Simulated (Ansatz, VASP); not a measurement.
# CS2NF5: VASP beside Ansatz, part 2 of 2

Aim: how closely do two programs agree when they are given the same cell, functional and k mesh? The cell is taken from a series of runs on this material, whose earlier steps may have relaxed, scaled, displaced or heated it; both programs get it as it stands.

VASP 6.6.1 and Ansatz 0.2.0.

So far: The starting structure; VASP: dielectric response, PBE.

### 3. Ansatz: dielectric response, PBE

Level of this step: Ansatz beside VASP: Kohn-Sham DFT, plane waves, PBE (Ansatz).

Ansatz runs on its PAW soft_1 files.

The same cell, functional and mesh now go to Ansatz, which takes its cutoff from its data sets.

input.yaml

```yaml
crystal:
  lattice:
    - [4.851, 0.0, 0.0]
    - [-0.2429962821, 7.4030130222, 0.0]
    - [-0.0929160701, -1.0366422871, 7.8775412009]
  atoms:
    - { symbol: C, position: [0.3704668563, 0.511281436, 0.7789674265] }
    - { symbol: C, position: [0.6295331437, 0.488718564, 0.2210325735] }
    - { symbol: S, position: [0.5069110792, 0.6743134807, 0.7030080864] }
    - { symbol: S, position: [0.4930889208, 0.3256865193, 0.2969919136] }
    - { symbol: S, position: [0.1123244275, 0.1912861656, 0.7728123248] }
    - { symbol: S, position: [0.8876755725, 0.8087138344, 0.2271876752] }
    - { symbol: "N", position: [0.2695326305, 0.3914099602, 0.8545470961] }
    - { symbol: "N", position: [0.7304673695, 0.6085900398, 0.1454529039] }
    - { symbol: F, position: [0.9498932602, 0.2824875867, 0.6277270521] }
    - { symbol: F, position: [0.0501067398, 0.7175124133, 0.3722729479] }
    - { symbol: F, position: [0.2661306003, 0.0907955868, 0.9117928285] }
    - { symbol: F, position: [0.7338693997, 0.9092044132, 0.0882071715] }
    - { symbol: F, position: [0.9605213198, -0.0004253749, 0.7012299471] }
    - { symbol: F, position: [0.0394786802, 1.0004253749, 0.2987700529] }
    - { symbol: F, position: [0.860244641, 0.2319621255, 0.89906027] }
    - { symbol: F, position: [0.139755359, 0.7680378745, 0.10093973] }
    - { symbol: F, position: [0.3582205304, 0.1401040865, 0.6410071536] }
    - { symbol: F, position: [0.6417794696, 0.8598959135, 0.3589928464] }
kpoints:
  mp_grid: { grid: [4, 4, 4] }
hamiltonian:
  xc: pbe
  pseudopotentials: { kind: paw, azcp: { folder: soft_1 } }
scf:
  occupations: { method: fixed }
dielectric: {}
```

On the command line:

```
ansatz run input.yaml --threads 2 --pin off --max-ram 92160MiB --backend cuda --events-out ev --progress --plain --runs-dir out --devices 1 --max-vram 13GiB
```

Numbers of over 12 decimals in the logs are rounded to 6 here.

The program printed:

```text
GPUs: using 1 of 1 available (devices: 1).
Engine: ansatz 0.2.0, x86_64-unknown-linux-gnu
Pseudopotentials: kind: paw
Pseudopotential: C, paw, valence charge 4, recommended cutoff 420 eV (normal), soft_1/C.paw.azcp
Pseudopotential: S, paw, valence charge 6, recommended cutoff 420 eV (normal), soft_1/S.paw.azcp
Pseudopotential: N, paw, valence charge 5, recommended cutoff 420 eV (normal), soft_1/N.paw.azcp
Pseudopotential: F, paw, valence charge 7, recommended cutoff 420 eV (normal), soft_1/F.paw.azcp
Functional definition: PBE
  parameter kappa = 0.804
  parameter beta = 0.066725
  exchange = pbe_x(kappa = kappa, mu = beta*pi^2/3)
  correlation = pbe_c(beta = beta)
device memory: the entry about to start is reckoned to put 3.6 GiB on a device that reports 54.6 GiB free (of which the cap on the GPU budget leaves the run 13.0 GiB)
GPU FFT provider: cuFFT
GPU libraries: cuBLAS 13.8.2, cuFFT 12.4.0, cuSOLVER 12.3.4
Crystal: 18 atoms, lattice volume = 282.898 Å³
Basis set: ecut = 420 eV, 5521 PW (Γ), exchange–correlation on 72×100×108 points (8 copies of the dense FFT grid, shifted against one another)
Bands: 74, of which v1, the nominal top of the filled ones, is band 56 counted from 1 (55 counted from 0)
Symmetry: 2 space group operations
k-points: 36 of 64 (irreducible under 1 space group operation, time reversal used)
Non-local potential: C, projectors of the file, l = 0: 2, l = 1: 2, l = 2: 1
Non-local potential: S, projectors of the file, l = 0: 2, l = 1: 2, l = 2: 1
Non-local potential: N, projectors of the file, l = 0: 2, l = 1: 2, l = 2: 1
Non-local potential: F, projectors of the file, l = 0: 2, l = 1: 2, l = 2: 1
PAW form: soft (Blöchl's): semilocal exchange-correlation on the pseudo side does not see the compensation charge
PAW one-centre angular grid: C, 110 points (default); XC on 64 Gauss nodes
PAW one-centre angular grid: S, 110 points (default); XC on 64 Gauss nodes
PAW one-centre angular grid: N, 110 points (default); XC on 64 Gauss nodes
PAW one-centre angular grid: F, 110 points (default); XC on 64 Gauss nodes
Initial density: superposition of atomic densities (chi_scale 0.1, normalization cell, long waves 74 % of neutral atoms (reshape's long-wave potential 1.74 eV rms, cloud 1.62 Å wide))
Initial wavefunctions: pseudopotential atomic-orbital guess
GPU buffer pool allocated for 97200 grid points (all kernels)
GPU transforms: local potential and band sums: pruned to the plane-wave sphere, on 36×50×54
Functional: x = pbe(κ = 0.804, μ = 0.219515), c = pbe(β = 0.066725)
SCF iter   1: F=—  HF=-12965.679260 eV  |F-HF|=—  |Δ(HF+E_count)|=         —  Δρ=1.11e-1  dr2=4.86e1  ethr=3.10e-3  ⟨swp⟩=5.0  Hψ=11408  notcnv=0  defer=576
preconditioner: auto → Resta (q_TF=auto, 2.338 Å⁻¹)  ε∞=3.2  [insulator: Δε(μ)=1.913 eV  Ē_g=15.654 eV  n_scr=62 (ndim 8)  ℏωp=23.4 eV  f_vac=0.182  ε∞_Penn≈3.2]
SCF iter   2: F=—  HF=-12953.022905 eV  |F-HF|=—  |Δ(HF+E_count)|=    1.27e1  Δρ=4.97e-2  dr2=8.54e0  ethr=3.10e-3  ⟨swp⟩=4.9  Hψ=6922  notcnv=0  defer=576
SCF iter   3: F=—  HF=-12951.099917 eV  |F-HF|=—  |Δ(HF+E_count)|=    1.92e0  Δρ=2.41e-2  dr2=1.57e0  ethr=3.10e-3  ⟨swp⟩=3.2  Hψ=4607  notcnv=0  defer=576
SCF iter   4: F=—  HF=-12950.696515 eV  |F-HF|=—  |Δ(HF+E_count)|=   4.03e-1  Δρ=9.46e-3  dr2=1.75e-1  ethr=1.41e-3  ⟨swp⟩=2.7  Hψ=4539  notcnv=0  defer=576
SCF iter   5: F=—  HF=-12950.665620 eV  |F-HF|=—  |Δ(HF+E_count)|=   3.09e-2  Δρ=3.51e-3  dr2=4.89e-2  ethr=1.56e-4  ⟨swp⟩=2.0  Hψ=4824  notcnv=0  defer=576
SCF iter   6: F=—  HF=-12950.656471 eV  |F-HF|=—  |Δ(HF+E_count)|=   9.15e-3  Δρ=1.00e-3  dr2=3.57e-3  ethr=4.37e-5  ⟨swp⟩=2.4  Hψ=3973  notcnv=0  defer=576
SCF iter   7: F=—  HF=-12950.657263 eV  |F-HF|=—  |Δ(HF+E_count)|=   7.91e-4  Δρ=4.64e-4  dr2=4.26e-4  ethr=3.19e-6  ⟨swp⟩=2.0  Hψ=3678  notcnv=0  defer=576
SCF iter   8: F=—  HF=-12950.657108 eV  |F-HF|=—  |Δ(HF+E_count)|=   1.54e-4  Δρ=2.08e-4  dr2=8.15e-5  ethr=3.80e-7  ⟨swp⟩=2.0  Hψ=4032  notcnv=0  defer=576
SCF iter   9: F=—  HF=-12950.657113 eV  |F-HF|=—  |Δ(HF+E_count)|=   4.28e-6  Δρ=5.33e-5  dr2=6.85e-6  ethr=7.28e-8  ⟨swp⟩=2.0  Hψ=3919  notcnv=0  defer=576
SCF iter  10: F=—  HF=-12950.657636 eV  |F-HF|=—  |Δ(HF+E_count)|=   5.24e-4  Δρ=3.27e-5  dr2=1.91e-6  ethr=6.12e-9  ⟨swp⟩=2.2  Hψ=4393  notcnv=0  defer=493
SCF iter  11: F=—  HF=-12950.657636 eV  |F-HF|=—  |Δ(HF+E_count)|=   4.61e-8  Δρ=1.45e-5  dr2=4.72e-7  ethr=1.70e-9  ⟨swp⟩=2.0  Hψ=4032  notcnv=0  defer=493
SCF iter  12: F=—  HF=-12950.657636 eV  |F-HF|=—  |Δ(HF+E_count)|=   8.43e-8  Δρ=4.23e-6  dr2=6.63e-8  ethr=4.21e-10  ⟨swp⟩=2.0  Hψ=3610  notcnv=0  defer=492
SCF iter  13: F=—  HF=-12950.657636 eV  |F-HF|=—  |Δ(HF+E_count)|=   2.05e-8  Δρ=1.54e-6  dr2=6.23e-9  ethr=5.92e-11  ⟨swp⟩=2.0  Hψ=3821  notcnv=0  defer=493
SCF iter  14: F=—  HF=-12950.657636 eV  |F-HF|=—  |Δ(HF+E_count)|=   9.88e-9  Δρ=6.95e-7  dr2=1.64e-9  ethr=5.56e-12  ⟨swp⟩=2.0  Hψ=3888  notcnv=0  defer=493
SCF iter  15: F=—  HF=-12950.657636 eV  |F-HF|=—  |Δ(HF+E_count)|=  4.11e-10  Δρ=2.01e-7  dr2=1.39e-10  ethr=1.46e-12  ⟨swp⟩=2.0  Hψ=3888  notcnv=0  defer=493
SCF iter  16: F=-12950.657636 eV  HF=-12950.657636 eV  |F-HF|=9.09e-12  |Δ(HF+E_count)|=  1.11e-10  Δρ=6.31e-8  dr2=1.49e-11  ethr=1.00e-12  ⟨swp⟩=15.1  Hψ=13860  notcnv=0
SCF 1 converged in 16 iterations: F = -12950.657636 eV  dr2 = 1.49e-11
  greatest PAW one-centre occupation: 0.936 electrons in one spin orbital (limit 2), on the F atom at site 11 (counted from 0), in its partial waves of l = 0
the response reads at least the filled bands of the reference SCF and the lowest empty band at each k-point, and that SCF's band table does not vouch for those bands. The notice of the band table in this run's record says why
device memory: the entry about to start is reckoned to put 0.1 GiB (of the 0.4 GiB reckoned in all, the device holds 0.3 GiB already) on a device that reports 56.6 GiB free (of which the cap on the GPU budget leaves the run 12.8 GiB)
device memory: the entry about to start is reckoned to put 3.2 GiB (of the 3.4 GiB reckoned in all, the device holds 0.3 GiB already) on a device that reports 56.5 GiB free (of which the cap on the GPU budget leaves the run 12.8 GiB)
DFPT response loops at Γ: preconditioner auto → none (the input reference at scf.mixing.eps_inf says where Resta's filter doesn't serve); β = 0.50; Broyden in place of MSR1
SCF converged after 16 iterations
Free energy (F): -12950.657636 eV
Harris-Foulkes:  -12950.657636 eV  (|F-HF|=9.09e-12)
Internal energy: -12950.657636 eV  (E = F + TS)
E sigma→0 (E₀):  -12950.657636 eV
Fermi energy:    0.811425 eV
--- Per-component energies (eV) ---
  E_band       = -960.550471
  E_kinetic    = 2839.718941
  E_local      = -11005.591448  (includes V_loc(G=0)·N_el)
  E_nonlocal   = 1121.315310
  E_hartree    = 4239.341864
  E_xc         = -1328.398497
  E_vxc        = -1572.154249  (∫ρ·V_xc dr)
  E_paw        = -4938.553992  (= ΣΔE_a)
  E_vpaw       = -822.531729  (= ΣTr[D̂ρ^β])
  E_aug_tail   = 0.008981  (compensation charges beyond the density's cutoff)
  E_ewald      = -3878.498795
  E_smearing   = -0.000000  (= −TS)
  E_closure    = 0.000000  (closes the sum)
  Σ components = -12950.657636   (vs F -12950.657636, Δ=0.00e0)
--- Band table (eV; the first three rows and the last of 36) ---
  k-point 0: bands = [... 52 lower, 0.0715, 0.1682, 0.7285, 0.7820, 3.7451, 4.0665, 5.4058, 5.4994, ... 14 higher]
  k-point 1: bands = [... 52 lower, -0.0200, 0.3035, 0.7001, 0.7715, 3.7706, 4.0471, 5.3175, 5.5829, ... 14 higher]
  k-point 2: bands = [... 52 lower, -0.0641, 0.4023, 0.6793, 0.7422, 3.7997, 4.0251, 5.2730, 5.6112, ... 14 higher]
  k-point 35: bands = [... 52 lower, -0.2168, 0.5185, 0.6683, 0.7001, 3.8940, 3.9314, 5.5774, 5.6325, ... 14 higher]
--- Dielectric response (ions clamped): 3 representative field directions + reference, on 36 of 64 k-points (Σ response iterations 37) ---
  k mesh reduced under 1 symmetry operation, with k and −k counted as one. Each operation leaves every solved perturbation unchanged. A smaller set is not considered because the run solves the response to a homogeneous field
  ε∞ (high-frequency dielectric tensor):
        2.158697     0.359133    -0.111918
        0.359132     2.697734    -0.234726
       -0.111918    -0.234726     2.123270
  Born effective charges Z* (e; rows j = field, columns β = displacement):
    site 0:
         0.54922    0.97093   -0.72101
         1.00687    2.02099   -1.48560
        -0.43962   -0.90796    0.59794
    site 1:
         0.54922    0.97093   -0.72101
         1.00687    2.02099   -1.48560
        -0.43962   -0.90796    0.59794
    site 2:
        -0.05399   -0.42196    0.21176
        -0.44936   -0.67500    0.46168
         0.18795    0.39077    0.01341
    site 3:
        -0.05399   -0.42196    0.21176
        -0.44936   -0.67500    0.46168
         0.18795    0.39077    0.01341
    site 4:
         4.24722    0.73725    0.26055
         0.63866    5.34898    0.48559
        -0.21620   -0.41453    3.62491
    site 5:
         4.24722    0.73725    0.26055
         0.63866    5.34898    0.48559
        -0.21620   -0.41453    3.62491
    site 6:
        -0.86584   -0.88474    0.50554
        -0.88620   -2.15705    1.05802
         0.22440    0.44834   -0.82549
    site 7:
[...]
site 8:
[...]
site 9:
[...]
site 10:
[...]
site 11:
[...]
site 12:
[...]
site 13:
[...]
site 14:
[...]
site 15:
[...]
-0.17407   -0.68515    0.00566
         0.41592    0.02999   -0.69990
    site 16:
        -0.76824   -0.07012    0.19310
         0.24117   -0.85728   -0.43765
         0.32915   -0.03766   -0.69326
    site 17:
        -0.76824   -0.07012    0.19310
         0.24117   -0.85728   -0.43765
         0.32915   -0.03766   -0.69326
  Z* charge neutrality: 1.273e-4 e pre-enforcement
  k-mesh period / interband length: 19.4 Å / 0.94 Å = 20.60 at k = (0.0000, -0.5000, 0.0000), direct gap 3.008 eV — 14 or more, which is no proof of convergence
```

The column dr2 measures how far the density is from self-consistency, as an energy; F and HF (Harris–Foulkes) agree once it is small.

### 4. Comparison

Known differences besides the potentials themselves: fixed occupations in Ansatz, narrow Gaussian smearing in VASP; the cutoff is 420 eV in Ansatz and 520 eV in VASP. Total energies have different zeros and are not compared.

Both answers:

```tsv
quantity	Ansatz	VASP	difference
ε∞ xx	2.16	2.16	+0.07 %
ε∞ yy	2.70	2.70	+0.08 %
ε∞ zz	2.12	2.12	+0.08 %
Born charge of C1 (mean of the diagonal) (e)	1.06	1.04	+0.01
Born charge of S3 (mean of the diagonal) (e)	-0.24	-0.24	0.00
Born charge of N7 (mean of the diagonal) (e)	-1.28	-1.28	0.00
Born charge of F9 (mean of the diagonal) (e)	-0.75	-0.77	+0.01
```

### 5. What came out

```
difference in ε∞ yy (dielectric response, PBE) : 0.079 %
```

The difference in ε∞ yy is 0.079 % (dielectric response, PBE), within the 5 % picked in this series as the mark of a large difference. Such differences can come from data sets, numerical settings and the points named under the comparisons, not from the functional's error against experiment.

[Lines on the potential files, build, host, timing and source positions are cut from VASP's logs without a mark.]

[Logs are printed without paths, hosts, clocks, repeated set-up lines and the standing remarks that a program may print on its own settings, such as how far it seeks lower states.]

[Hosts, paths, dates, database ids (printed as entryN), source tags and the programs' standing remarks are cut or masked in the printed files.]
